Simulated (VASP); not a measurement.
Ca3Y3Au, 7 atoms in the cell. It takes space group Pm-3m (No. 221, cubic). The conventional cell has a = 5.566 Å, b = 5.566 Å, c = 5.566 Å, α = 90.00°, β = 90.00°, γ = 90.00°. Ca (site symmetry 4/mmm) is surrounded by 4 Y at 2.78 Å. Around Y (site symmetry 4/mmm) lie 4 Ca at 2.78 Å and 2 Au at 2.78 Å. Around Au (site symmetry m-3m) lie 6 Y at 2.78 Å. The cell was built by a generator and needn't be a form met in nature. The cell isn't the ideal one: species swapped into the Ce3GaBr3 type (Pm-3m, No. 221).

| Item | Value |
| --- | --- |
| Program | VASP 6.6.1 |
| Task | relaxation of cell and atoms |
| Functional | PBE |
| Potentials or basis | VASP PAW PBE potentials, release 64 (Ca_sv, Y_sv, Au) |
| Cutoff | 600 eV |
| k mesh | 4 × 4 × 4 |
| Occupations | gaussian, width 0.1 eV |
| Spin | no spin polarisation |
| Dipole correction | no |
| Further INCAR settings | ALGO = Normal; EDIFF = 1e-06; IBRION = 2; EDIFFG = -0.04; NSW = 90; ISIF = 3 |

Potentials or basis: VASP PAW PBE potentials, release 64 (Ca_sv, Y_sv, Au).

Command:

```bash
$ cat potpaw_PBE.64/Ca_sv/POTCAR potpaw_PBE.64/Y_sv/POTCAR potpaw_PBE.64/Au/POTCAR > POTCAR
$ mpirun -np 1 vasp_std > vasp.out
```

Hardware: 1 thread of Intel(R) Xeon(R) 6975P-C (Granite Rapids), with other jobs on the host.

Estimate the wall time of this run.

Wall time 3.7 min on 1 thread of Intel(R) Xeon(R) 6975P-C (Granite Rapids), on a shared host, peak memory 0.4 GiB. Counts: scf iterations 37, k points 10, ion steps 3.
